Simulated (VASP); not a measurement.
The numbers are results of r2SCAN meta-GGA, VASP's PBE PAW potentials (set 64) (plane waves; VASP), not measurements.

Input for VASP

INCAR:
```
LWAVE  =  .FALSE.
LREAL  =  .FALSE.
NSW  =  20
ISIF  =  2   ! forces and stress, cell fixed
IBRION  =  2
ENCUT  =  400   ! plane-wave cut-off (eV)
EDIFF  =  1E-5   ! SCF stop (eV)
PREC  =  Normal
LMAXMIX  =  4   ! l cut-off of mixed one-centre charges
SIGMA  =  0.1   ! width (eV)
NELM  =  100   ! most electronic steps
SYSTEM  =  V
LCHARG  =  .FALSE.
ISMEAR  =  1   ! Methfessel-Paxton
EDIFFG  =  -0.03
NELMIN  =  4
LASPH  =  .TRUE.   ! aspherical one-centre terms
METAGGA  =  R2SCAN
ALGO  =  Normal
LMIXTAU  =  .TRUE.
```

KPOINTS:
```
Automatic mesh
0
Gamma
19 19 19
0 0 0
```

POSCAR:
```
V
1.0
 -1.4914862227   1.4914862227   1.4914862227
  1.4914862227  -1.4914862227   1.4914862227
  1.4914862227   1.4914862227  -1.4914862227
V
1
Direct
  0.0000000000   0.0000000000   0.0000000000
```

POTCAR, in this order: V_sv (PBE.64 set). Program: vasp_std.

What VASP printed:

**OSZICAR**
```
       N       E                     dE             d eps       ncg     rms          rms(c)
DAV:   1     0.643814758260E+02    0.64381E+02   -0.65866E+03  4402   0.122E+03
DAV:   2    -0.175565286508E+02   -0.81938E+02   -0.80199E+02  4540   0.340E+02
DAV:   3    -0.188668631186E+02   -0.13103E+01   -0.12898E+01  4628   0.501E+01
DAV:   4    -0.188750079995E+02   -0.81449E-02   -0.81411E-02  4486   0.415E+00
DAV:   5    -0.188750930193E+02   -0.85020E-04   -0.85020E-04  4572   0.425E-01    0.231E+01
DAV:   6    -0.138104201976E+02    0.50647E+01   -0.13564E+01  4420   0.599E+01    0.340E+00
DAV:   7    -0.141467450187E+02   -0.33632E+00   -0.11648E+00  4400   0.157E+01    0.245E+00
DAV:   8    -0.141127064695E+02    0.34039E-01   -0.25685E-01  4404   0.751E+00    0.948E-01
DAV:   9    -0.141402653138E+02   -0.27559E-01   -0.12251E-02  4412   0.167E+00    0.804E-01
DAV:  10    -0.141357723609E+02    0.44930E-02   -0.20913E-02  4406   0.214E+00    0.660E-02
DAV:  11    -0.141365092671E+02   -0.73691E-03   -0.91951E-04  4404   0.424E-01    0.167E-01
DAV:  12    -0.141360116694E+02    0.49760E-03   -0.66808E-04  4402   0.353E-01    0.990E-02
DAV:  13    -0.141357595799E+02    0.25209E-03   -0.38453E-04  4410   0.272E-01    0.635E-03
DAV:  14    -0.141357604007E+02   -0.82081E-06   -0.44777E-06  2310   0.281E-02
   1 F= -.14135760E+02 E0= -.14135792E+02  d E =-.141358E+02
```

OUTCAR:
```
------------------------ aborting loop because EDIFF is reached ----------------------------------------
  FORCE on cell =-STRESS in cart. coord.  units (eV):
  Direction    XX          YY          ZZ          XY          YZ          ZX
  --------------------------------------------------------------------------------------
  Total       -0.0673444     -0.0673444     -0.0673444      0.0000000      0.0000000     -0.0000000
  in kB       -8.1300723     -8.1300723     -8.1300723      0.0000000      0.0000000     -0.0000000
  external PRESSURE =      -8.1300723 kB  Pullay stress =       0.0000000 kB
  volume of cell :       13.27
      direct lattice vectors                 reciprocal lattice vectors
    -1.491486223  1.491486223  1.491486223     0.000000000  0.335236084  0.335236084
     1.491486223 -1.491486223  1.491486223     0.335236084  0.000000000  0.335236084
     1.491486223  1.491486223 -1.491486223     0.335236084  0.335236084  0.000000000
 POSITION                                       TOTAL-FORCE (eV/Angst)
 -----------------------------------------------------------------------------------
      0.00000      0.00000      0.00000         0.000000      0.000000      0.000000
 -----------------------------------------------------------------------------------
    total drift:                               -0.000000     -0.000000     -0.000000
  FREE ENERGIE OF THE ION-ELECTRON SYSTEM (eV)
  ---------------------------------------------------
  free  energy   TOTEN  =       -14.1357604007 eV

  energy  without entropy=      -14.1358542652  energy(sigma->0) =      -14.13579169

 reached required accuracy - stopping structural energy minimisation
```
(Selected blocks of OUTCAR.)

The compound is V in the bcc structure. It was relaxed first. The run is not spin-polarised, so no magnetic state was tried.
